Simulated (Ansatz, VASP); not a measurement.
# GaN in two plane-wave programs

One calculation is typed for both programs; each brings its own data sets. How far apart do they land? The cell is taken from a series of runs on this material, whose earlier steps may have relaxed, scaled, displaced or heated it; both programs get it as it stands.

Program: Ansatz 0.2.0. Level of theory: plane waves, with VASP 6.6.1 beside it; zone-centre phonons at LDA. Results are calculated unless marked as measured.

**1. Starting point**

The structure is cubic, space group F-43m (No. 216). The conventional cell has a = 4.455 Å, b = 4.455 Å, c = 4.455 Å, α = 90.00°, β = 90.00°, γ = 90.00°. Nearest to N lie 4 Ga at 1.93 Å. Nearest to Ga lie 4 N at 1.93 Å. Farther neighbours and most contacts between anions are not listed.

As a file:

```cif
data_structure
_symmetry_space_group_name_H-M 'F-43m'
_symmetry_Int_Tables_number 216
_cell_length_a 4.4552
_cell_length_b 4.4552
_cell_length_c 4.4552
_cell_angle_alpha 90.000
_cell_angle_beta 90.000
_cell_angle_gamma 90.000
_cell_volume 88.43
loop_
_atom_site_label
_atom_site_type_symbol
_atom_site_symmetry_multiplicity
_atom_site_Wyckoff_symbol
_atom_site_fract_x
_atom_site_fract_y
_atom_site_fract_z
_atom_site_occupancy
N1 N 4 d 0.25000 0.25000 0.75000 1
Ga1 Ga 4 a 0.00000 0.00000 0.00000 1
```

**2. VASP: zone-centre phonons, LDA**

Second derivatives magnify differences that forces hide, and they need a tight electronic threshold.

Lines of VASP's logs that name or quote its potential files are left out, and so is its time.

The input, INCAR:

```
SYSTEM = GaN
PREC = Accurate
ENCUT = 600
EDIFF = 1E-08
NELM = 120
ISMEAR = -1
SIGMA = 0.03
LREAL = .FALSE.
ALGO = Normal
GGA = CA
NELECT = 17.997789
NBANDS = 14
LORBIT = 11
LWAVE = .FALSE.
LCHARG = .FALSE.
ISIF = 2
IBRION = 8
LASPH = .TRUE.
GGA_COMPAT = .FALSE.
EFERMI = MIDGAP
KPAR = 2
```

The input, POSCAR:

```
GaN
1.0
    0.0000000000      2.2276025184      2.2276025184
    2.2276025184      0.0000000000      2.2276025184
    2.2276025184      2.2276025184      0.0000000000
N Ga
1 1
Direct
    0.2500000000      0.2500000000      0.2500000000
    0.0000000000      0.0000000000      0.0000000000
```

The input, KPOINTS:

```
Automatic mesh
0
Gamma
30 30 30
0 0 0
```

Potentials, in the order of the species: N and Ga_d (LDA family, release 64).

Command:

```bash
$ mpirun -np 2 vasp_std
```

Numbers of over 12 decimals in the logs are rounded to 6 here.

What it wrote:

```text
[banner, memory and clock lines left out]
running    2 mpi-ranks, on    1 nodes
 distrk:  each k-point on    1 cores,    2 groups
 distr:  one band on    1 cores,    1 groups

 POSCAR found type information on POSCAR N Ga
 POSCAR found :  2 types and       2 ions
 LDA part: xc-table for (Slater(with rela. corr.)+CA(PZ))
 , standard interpolation
 POSCAR, INCAR and KPOINTS ok, starting setup
 FFT: planning ... GRIDC
 FFT: planning ... GRID_SOFT
 FFT: planning ... GRID
 WAVECAR not read
 entering main loop
       N       E                     dE             d eps       ncg     rms          rms(c)
DAV:   1     0.906060970012E+02    0.90606E+02   -0.96238E+03 22984   0.235E+03
DAV:   2    -0.908880022340E+01   -0.99695E+02   -0.93123E+02 24206   0.372E+02
DAV:   3    -0.159420641725E+02   -0.68533E+01   -0.68149E+01 23426   0.840E+01
DAV:   4    -0.160286789176E+02   -0.86615E-01   -0.86581E-01 23796   0.100E+01
DAV:   5    -0.160298918274E+02   -0.12129E-02   -0.12129E-02 23662   0.114E+00BRMIX: very serious problems
 the old and the new charge density differ
 old charge density:    18.00000 new   17.99779
BRMIX: very serious problems
 the old and the new charge density differ
 old charge density:    18.00000 new   17.99779
    0.760E+00
DAV:   6    -0.140109508859E+02    0.20189E+01   -0.54023E+00 31560   0.473E+01    0.265E+00
DAV:   7    -0.139842309261E+02    0.26720E-01   -0.27376E-01 22556   0.686E+00    0.168E+00
DAV:   8    -0.139596068255E+02    0.24624E-01   -0.71929E-02 22898   0.329E+00    0.690E-01
DAV:   9    -0.139562245012E+02    0.33823E-02   -0.13843E-02 28668   0.279E+00    0.192E-01
DAV:  10    -0.139562657024E+02   -0.41201E-04   -0.15873E-03 25544   0.621E-01    0.609E-02
DAV:  11    -0.139562163412E+02    0.49361E-04   -0.19279E-04 31168   0.281E-01    0.738E-03
DAV:  12    -0.139562178566E+02   -0.15154E-05   -0.15731E-05 21818   0.535E-02    0.102E-03
DAV:  13    -0.139562178915E+02   -0.34870E-07   -0.56761E-07 25080   0.125E-02    0.647E-04
DAV:  14    -0.139562178934E+02   -0.19591E-08   -0.22985E-08 20310   0.149E-03
   1 F= -.13956218E+02 E0= -.13956120E+02  d E =-.196651E-03
 Linear response reoptimize wavefunctions to high precision
DAV:   1    -0.139562178933E+02    0.15280E-09   -0.14131E-09 14490   0.496E-04
DAV:   2    -0.139562178933E+02   -0.29559E-10   -0.34272E-10 10942   0.178E-04
 Linear response DOF=           2
 Linear response progress:
  Degree of freedom:   1/  2
       N       E                     dE             d eps       ncg     rms          rms(c)
RMM:   1    -0.236172404672E+00   -0.23617E+00    0.91165E-02246072   0.433E+00
RMM:   2    -0.227178335194E+00    0.89941E-02   -0.92175E-03177432   0.113E+00    0.143E-01
RMM:   3    -0.228254595910E+00   -0.10763E-02   -0.16369E-03196920   0.371E-01    0.701E-02
RMM:   4    -0.229468705736E+00   -0.12141E-02   -0.38372E-04194038   0.147E-01    0.176E-02
RMM:   5    -0.229543882572E+00   -0.75177E-04   -0.12769E-05198901   0.340E-02    0.302E-03
RMM:   6    -0.229496989731E+00    0.46893E-04   -0.81208E-07193961   0.898E-03    0.120E-03
RMM:   7    -0.229492035620E+00    0.49541E-05   -0.53902E-08205718   0.227E-03    0.331E-04
RMM:   8    -0.229489532274E+00    0.25033E-05   -0.74425E-09202471   0.619E-04    0.293E-05
RMM:   9    -0.229489167004E+00    0.36527E-06   -0.22720E-09206730   0.175E-04    0.128E-05
RMM:  10    -0.229489324940E+00   -0.15794E-06   -0.14031E-09204115   0.647E-05    0.881E-07
RMM:  11    -0.229489312785E+00    0.12155E-07   -0.94591E-10202158   0.255E-05    0.446E-07
RMM:  12    -0.229489316589E+00   -0.38042E-08   -0.98825E-10177662   0.134E-05    0.185E-07
 first order change of Fermi-energy   0.19024E-03
 force on displaced ion       1 direction 1 : -13.213  -0.000  -0.000
 Linear response progress:
  Degree of freedom:   2/  2
       N       E                     dE             d eps       ncg     rms          rms(c)
RMM:   1    -0.163268999824E+00   -0.16327E+00    0.27225E-01135585   0.989E+00
RMM:   2    -0.161092465139E+00    0.21765E-02   -0.38240E-02204114   0.186E+00    0.576E-02
RMM:   3    -0.161300691293E+00   -0.20823E-03   -0.21774E-03204470   0.411E-01    0.345E-02
RMM:   4    -0.160936953211E+00    0.36374E-03   -0.15156E-04214037   0.120E-01    0.350E-03
RMM:   5    -0.160932552606E+00    0.44006E-05   -0.27890E-06217864   0.362E-02    0.198E-03
RMM:   6    -0.160924289248E+00    0.82634E-05    0.46873E-06218160   0.124E-02    0.377E-04
RMM:   7    -0.160924647268E+00   -0.35802E-06    0.28873E-06221319   0.447E-03    0.152E-04
RMM:   8    -0.160924607520E+00    0.39748E-07    0.22497E-06222036   0.161E-03    0.320E-05
RMM:   9    -0.160924521731E+00    0.85790E-07    0.93749E-07220131   0.625E-04    0.789E-06
RMM:  10    -0.160924471152E+00    0.50579E-07    0.74657E-07222690   0.261E-04    0.191E-06
RMM:  11    -0.160924517092E+00   -0.45941E-07    0.12647E-07221912   0.115E-04    0.105E-06
RMM:  12    -0.160924514559E+00    0.25338E-08    0.10900E-07222801   0.572E-05    0.625E-07
RMM:  13    -0.160924515924E+00   -0.13654E-08    0.32992E-08206721   0.313E-05    0.103E-07
 first order change of Fermi-energy  -0.66526E-05
 force on displaced ion       2 direction 1 : -13.197  -0.000  -0.000
 Linear response finished
```

From OUTCAR (step 2):

```text
NELECT = 17.997789

 ion  position               nearest neighbor table
   1  0.250  0.250  0.250-   2 1.93   2 1.93   2 1.93   2 1.93
   2  0.000  0.000  0.000-   1 1.93   1 1.93   1 1.93   1 1.93

  LATTYP: Found a face centered cubic cell.
 ALAT       =     4.4552050368

 Subroutine GETGRP returns: Found 24 space group operations
 (whereof 24 operations were pure point group operations)

The static configuration has the point symmetry T_d .

 Found    752 irreducible k-points:

   k-points           NKPTS =    752   k-points in BZ     NKDIM =    752   number of bands    NBANDS=     14

   dimension x,y,z NGX =    28 NGY =   28 NGZ =   28
   dimension x,y,z NGXF=    56 NGYF=   56 NGZF=   56

   ENCUT  =  600.0 eV  44.10 Ry    6.64 a.u.   6.29  6.29  6.29*2*pi/ulx,y,z

 k-points in reciprocal lattice and weights: Automatic mesh
   0.00000000  0.00000000  0.00000000       0.000
   0.03333333  0.00000000  0.00000000       0.000
   0.06666667  0.00000000  0.00000000       0.000
   0.10000000  0.00000000  0.00000000       0.000
   0.13333333  0.00000000  0.00000000       0.000
   0.16666667  0.00000000  0.00000000       0.000
   0.20000000  0.00000000  0.00000000       0.000
   0.23333333  0.00000000  0.00000000       0.000
   0.26666667  0.00000000  0.00000000       0.000
[...]
-0.26666667  0.46666667  0.23333333       0.001
  -0.26666667  0.50000000  0.23333333       0.000

 average (electrostatic) potential at core
       1 -61.6418       2 -64.3651

  Total        0.1168600      0.1168600      0.1168600     -0.0000000      0.0000000     -0.0000000
  in kB        8.4690241      8.4690241      8.4690241     -0.0000000      0.0000000     -0.0000000
  external PRESSURE =       8.4690241 kB  Pullay stress =       0.0000000 kB

  energy-cutoff  :      600.00
  volume of cell :       22.11
      direct lattice vectors                 reciprocal lattice vectors
     0.000000000  2.227602518  2.227602518    -0.224456561  0.224456561  0.224456561
     2.227602518  0.000000000  2.227602518     0.224456561 -0.224456561  0.224456561
     2.227602518  2.227602518  0.000000000     0.224456561  0.224456561 -0.224456561

 POSITION                                       TOTAL-FORCE (eV/Angst)
 -----------------------------------------------------------------------------------
      1.11380      1.11380      1.11380        -0.000000     -0.000000     -0.000000
      0.00000      0.00000      0.00000         0.000000      0.000000      0.000000
 -----------------------------------------------------------------------------------
    total drift:                               -0.000000     -0.000000      0.000000

 Eigenvectors and eigenvalues of the dynamical matrix
 ----------------------------------------------------

   1 f  =   16.640212 THz   104.553539 2PiTHz  555.057742 cm-1    68.818358 meV
             X         Y         Z           dx          dy          dz
      1.113801  1.113801  1.113801     0.000000   -0.000000   -0.912654
      0.000000  0.000000  0.000000     0.000000   -0.000000    0.408732

   2 f  =   16.640212 THz   104.553539 2PiTHz  555.057742 cm-1    68.818358 meV
             X         Y         Z           dx          dy          dz
      1.113801  1.113801  1.113801     0.000000   -0.912654    0.000000
      0.000000  0.000000  0.000000     0.000000    0.408732    0.000000

   3 f  =   16.640212 THz   104.553539 2PiTHz  555.057742 cm-1    68.818358 meV
             X         Y         Z           dx          dy          dz
      1.113801  1.113801  1.113801     0.912654    0.000000    0.000000
      0.000000  0.000000  0.000000    -0.408732    0.000000    0.000000

   4 f/i=    0.003700 THz     0.023250 2PiTHz    0.123430 cm-1     0.015303 meV
             X         Y         Z           dx          dy          dz
      1.113801  1.113801  1.113801     0.407899   -0.026031   -0.001592
      0.000000  0.000000  0.000000     0.910795   -0.058124   -0.003554

   5 f/i=    0.003700 THz     0.023250 2PiTHz    0.123430 cm-1     0.015303 meV
             X         Y         Z           dx          dy          dz
      1.113801  1.113801  1.113801     0.005726    0.065055    0.403481
      0.000000  0.000000  0.000000     0.012786    0.145261    0.900929

   6 f/i=    0.003700 THz     0.023250 2PiTHz    0.123430 cm-1     0.015303 meV
             X         Y         Z           dx          dy          dz
      1.113801  1.113801  1.113801     0.025443    0.402681   -0.065287
      0.000000  0.000000  0.000000     0.056812    0.899143   -0.145780

 ELASTIC MODULI CONTR FROM IONIC RELAXATION (kBar)
 Direction    XX          YY          ZZ          XY          YZ          ZX
 --------------------------------------------------------------------------------
 XX          -0.0000     -0.0000     -0.0000     -0.0000     -0.0000      0.0000
 YY          -0.0000     -0.0000     -0.0000     -0.0000     -0.0000      0.0000
 ZZ          -0.0000     -0.0000     -0.0000      0.0000     -0.0000      0.0000
 XY          -0.0000     -0.0000      0.0000   -469.5783      0.0000      0.0000
 YZ          -0.0000     -0.0000     -0.0000      0.0000   -469.5783      0.0000
 ZX           0.0000      0.0000      0.0000      0.0000      0.0000   -469.5783
 --------------------------------------------------------------------------------
```

**3. Ansatz: zone-centre phonons, LDA**

Ansatz runs on its PAW soft_1 files.

The same cell, functional (in two slightly different forms), mesh and smearing now go to Ansatz, which takes its cutoff from its data sets.

The input, input.yaml:

```yaml
crystal:
  lattice:
    - [0.0, 2.2276025184, 2.2276025184]
    - [2.2276025184, 0.0, 2.2276025184]
    - [2.2276025184, 2.2276025184, 0.0]
  atoms:
    - { symbol: "N", position: [0.25, 0.25, 0.25] }
    - { symbol: Ga, position: [0.0, 0.0, 0.0] }
total_charge: 0.002211
kpoints:
  mp_grid: { grid: [30, 30, 30] }
hamiltonian:
  xc: lda
  pseudopotentials: { kind: paw, azcp: { folder: soft_1 }, xc_functional: pbe }
scf:
  occupations: { method: fermi_dirac, width: 0.03 }
output:
  eigenvalues: true
phonons:
  method: dfpt
```

Command:

```bash
$ ansatz run input.yaml --threads 8 --pin off --max-ram 16384MiB --backend cpu --events-out ev --progress --plain --runs-dir out
```

What it wrote:

```text
zone centre: on kpoints.mp_grid the ground state, and the responses unless they are solved on pairs of k-points, stand on 1992 of the mesh's 27000 k-points, reduced under 8 symmetry operations, with k and −k counted as one. Each operation leaves every solved displacement unchanged or reverses it
Engine: ansatz 0.2.0, aarch64-unknown-linux-gnu
Pseudopotentials: kind: paw
Pseudopotential: N, paw, valence charge 5, recommended cutoff 420 eV (normal), soft_1/N.paw.azcp
Pseudopotential: Ga, paw, valence charge 13, recommended cutoff 420 eV (normal), soft_1/Ga.paw.azcp
Functional definition: SPW92
  exchange = slater_x
  correlation = pw_c
Crystal: 2 atoms, lattice volume = 22.108 Å³
Basis set: ecut = 420 eV, 411 PW (Γ), exchange–correlation on 48×48×48 points (8 copies of the dense FFT grid, shifted against one another)
Bands: 13, of which v1, the nominal top of the filled ones, is band 9 counted from 1 (8 counted from 0)
Symmetry: 24 space group operations
k-points: 1992 of 27000 (irreducible under 8 space group operations, time reversal used)
Non-local potential: N, projectors of the file, l = 0: 2, l = 1: 2, l = 2: 1
Non-local potential: Ga, projectors of the file, l = 0: 2, l = 1: 2, l = 2: 3, l = 3: 1
PAW form: soft (Blöchl's): semilocal exchange-correlation on the pseudo side does not see the compensation charge
PAW frozen core: N, regenerated for the run's functional, and the local potential with it (the file was generated under x = pbe(κ = 0.804, μ = 0.219515), c = pbe(β = 0.066725))
PAW frozen core: Ga, regenerated for the run's functional, and the local potential with it (the file was generated under x = pbe(κ = 0.804, μ = 0.219515), c = pbe(β = 0.066725))
PAW one-centre angular grid: N, 110 points (default); XC on 64 Gauss nodes
PAW one-centre angular grid: Ga, 590 points (default); XC on 64 Gauss nodes
Initial density: superposition of atomic densities (chi_scale 0.1, normalization cell, long waves kept (reshape's long-wave potential 0.00 eV rms))
Initial wavefunctions: pseudopotential atomic-orbital guess
Functional: x = slater, c = lda
SCF iter   1: F=—  HF=-4082.755190 eV  |F-HF|=—  |Δ(HF+E_count)|=         —  Δρ=1.07e-1  dr2=2.22e0  ethr=3.10e-3  ⟨swp⟩=4.7  Hψ=132375  notcnv=0
preconditioner: auto → none  [insulator: Δε(μ)=2.847 eV  Ē_g=19.329 eV  σ=0.030 eV  W_gap=0.62  n_scr=8 (ndim 8)  ℏωp=33.5 eV  f_vac=0.000  D(μ)=0.06/eV (n_scr^D=0)  ε∞_Penn≈4.0]
SCF iter   2: F=—  HF=-4082.190945 eV  |F-HF|=—  |Δ(HF+E_count)|=   5.64e-1  Δρ=4.03e-2  dr2=2.97e-1  ethr=3.10e-3  ⟨swp⟩=2.8  Hψ=65038  notcnv=0
SCF iter   3: F=—  HF=-4082.116649 eV  |F-HF|=—  |Δ(HF+E_count)|=   7.43e-2  Δρ=1.16e-2  dr2=1.18e-2  ethr=1.65e-3  ⟨swp⟩=2.7  Hψ=47182  notcnv=0
SCF iter   4: F=—  HF=-4082.109833 eV  |F-HF|=—  |Δ(HF+E_count)|=   6.82e-3  Δρ=1.84e-3  dr2=3.37e-4  ethr=6.53e-5  ⟨swp⟩=2.0  Hψ=53990  notcnv=0
SCF iter   5: F=—  HF=-4082.109589 eV  |F-HF|=—  |Δ(HF+E_count)|=   2.44e-4  Δρ=3.14e-4  dr2=7.59e-6  ethr=1.87e-6  ⟨swp⟩=2.0  Hψ=51308  notcnv=0
SCF iter   6: F=—  HF=-4082.109591 eV  |F-HF|=—  |Δ(HF+E_count)|=   2.06e-6  Δρ=1.56e-5  dr2=2.96e-8  ethr=4.22e-8  ⟨swp⟩=2.0  Hψ=43729  notcnv=0
SCF iter   7: F=—  HF=-4082.109591 eV  |F-HF|=—  |Δ(HF+E_count)|=   4.64e-8  Δρ=8.70e-7  dr2=7.42e-11  ethr=1.64e-10  ⟨swp⟩=2.0  Hψ=43720  notcnv=0
SCF iter   8: F=-4082.109591 eV  HF=-4082.109591 eV  |F-HF|=9.09e-13  |Δ(HF+E_count)|=  4.55e-13  Δρ=5.66e-8  dr2=3.74e-13  ethr=1.00e-12  ⟨swp⟩=5.0  Hψ=105558  notcnv=0
the search or the solves at the SCF's close seem to have found levels that the self-consistency loop had missed (the run counts 2). By its estimate they hold under 1e-12 electrons; where the run keeps them, the occupations were computed again with them
SCF 1 converged in 8 iterations: F = -4082.109591 eV  dr2 = 3.74e-13
  greatest PAW one-centre occupation: 0.996 electrons in one spin orbital (limit 2), on the Ga atom at site 1 (counted from 0), in its partial waves of l = 2
DFPT response loops at Γ: preconditioner auto → Kerker (q_TF=auto, 2.636 Å⁻¹) (partly filled bands, converged f_vac=0.000); β = 1.00, the filter's whole step (`scf.mixing.beta` (0.50) is not read by the response loops under this deck's `scf.mixing.preconditioner`; to damp them name `kerker` or `kerker_dos`, under which they read `scf.mixing.beta`, and type it under 1.00, their step now; both keys bind the ground state too); Broyden in place of MSR1
SCF converged after 8 iterations
Free energy (F): -4082.109591 eV
Harris-Foulkes:  -4082.109591 eV  (|F-HF|=9.09e-13)
Internal energy: -4082.109395 eV  (E = F + TS)
E sigma→0 (E₀):  -4082.109493 eV
Entropy (-TS):   -0.000196 eV (-0.098 meV/atom)
Fermi energy:    9.809257 eV
--- Per-component energies (eV) ---
  E_band       = -4.834994
  E_kinetic    = 241.742265
  E_local      = -1390.174280  (includes V_loc(G=0)·N_el)
  E_nonlocal   = -51.796106
  E_hartree    = 883.327930
  E_xc         = -121.820590
  E_vxc        = -131.405594  (∫ρ·V_xc dr)
  E_paw        = -2039.307318  (= ΣΔE_a)
  E_vpaw       = -439.857762  (= ΣTr[D̂ρ^β])
  E_aug_tail   = 0.000639  (compensation charges beyond the density's cutoff)
  E_ewald      = -1605.890460
  E_core_change = 1.808525  (= ΣΔE_core)
  E_smearing   = -0.000196  (= −TS)
  E_closure    = -0.000000  (closes the sum)
  E_deformation_potential = 0.041159  (in the stress; not in F)
  Σ components = -4082.109591   (vs F -4082.109591, Δ=0.00e0)
--- Band table (eV; the first three rows and the last of 1992) ---
  k-point 0: bands = [... 5 lower, -3.4683, 9.8029, 9.8029, 9.8029, 11.7664, 20.1483, 20.1483, 20.1483]
  k-point 1: bands = [... 5 lower, -3.4685, 9.6414, 9.7898, 9.7898, 11.8979, 20.0815, 20.1694, 20.1694]
  k-point 2: bands = [... 5 lower, -3.4691, 9.2432, 9.7510, 9.7510, 12.2067, 19.8992, 20.2296, 20.2296]
  k-point 1991: bands = [... 5 lower, -1.2769, 3.8861, 5.9238, 5.9512, 15.9465, 18.3556, 20.2868, 20.8737]
--- Phonons (Γ-DFPT): 2 representative perturbations + reference, on 1992 of 27000 k-points (Σ response iterations 6) ---
  k mesh reduced under 8 symmetry operations, with k and −k counted as one. Each operation leaves every solved displacement unchanged or reverses it
  ASR residual: 3.996e-5 → 0.000e0 eV/Å²; symmetrization residual: 1.384e-6 eV/Å²
  ASR residual per site (eV/Å²): 2.24e-5 4.00e-5
  Γ frequencies (cm⁻¹): 0.00 0.00 0.00 549.93 549.93 549.93
  non-analytic LO–TO correction: not included (Born effective charges unavailable; polar crystals: no LO–TO splitting at Γ)
```

**4. Comparison**

Known differences besides the potentials themselves: the two LDA forms differ slightly; the cutoff is 420 eV in Ansatz and 600 eV in VASP; VASP's log shows a relativistic correction to its local exchange, Ansatz's none. Total energies have different zeros and are not compared.

Compared:

| quantity | Ansatz | VASP | difference |
| --- | --- | --- | --- |
| optical mode 1 to 3 (cm⁻¹) | 549.9 | 555.1 | -0.92 % |

Modes are paired by rising frequency, not by their patterns, so a pair may set unlike modes beside each other; they are those without the splitting of longitudinal modes. The cell carries a charge of +0.002211 e against a uniform background, so its pressure also hangs on how the neutralising background is counted, and in a defect's cell a gap may be the spacing between its levels.

**5. What came out**

```json
{
 "r.m.s. difference of the optical zone-centre modes, each program's sorted by frequency (zone-centre phonons, LDA)": "5.1 cm⁻¹",
 "difference in optical mode 1 to 3 (zone-centre phonons, LDA)": "-0.9 %"
}
```

**Reading.** The r.m.s. difference of the optical zone-centre modes, each program's sorted by frequency is 5.1 cm⁻¹ (zone-centre phonons, LDA). Among the rows given in per cent, the largest difference of the zone-centre phonons, LDA pair is in optical mode 1 to 3, -0.9 %. How closely two codes agree says nothing of how well the functional describes the real material.

[Lines on the potential files, build, host, timing and source positions are cut from VASP's logs without a mark.]

[Logs are printed without paths, hosts, clocks, repeated set-up lines and the standing remarks that a program may print on its own settings, such as how far it seeks lower states.]

[Hosts, paths, dates, database ids (printed as entryN), source tags and the programs' standing remarks are cut or masked in the printed files.]
